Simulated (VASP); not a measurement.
Shape and ions are relaxed at each volume.

Energy against volume of Gd (hcp). These are revPBE GGA, VASP's PBE PAW potentials (set 64) (plane waves; VASP 6.6.1) values and carry that method's errors.

The 4f electrons are frozen in the core of the lanthanide potential, so 4f levels, which can set the real gap, and their magnetism are missing.

| V (Å³/atom) | E (eV/atom) |
|---|---|
| 32.100 | -4.28152 |
| 33.125 | -4.29159 |
| 34.149 | -4.29402 |
| 35.174 | -4.28955 |
| 36.198 | -4.27921 |

Fit a third-order Birch-Murnaghan equation of state.

```json
{
  "volume_per_atom": "33.97 Å³/atom",
  "bulk_modulus": "35.9 GPa",
  "pressure_derivative_of_the_bulk_modulus": "3.32"
}
```

Measured: bulk modulus 37.9 GPa (computed value off by -5.3 %), as given by Wikipedia, Gadolinium (infobox). The calculation is for a static lattice, while the measured bulk modulus holds thermal and zero-point effects, which are part of the difference.

The compound is Gd in the hcp structure. It was relaxed first.
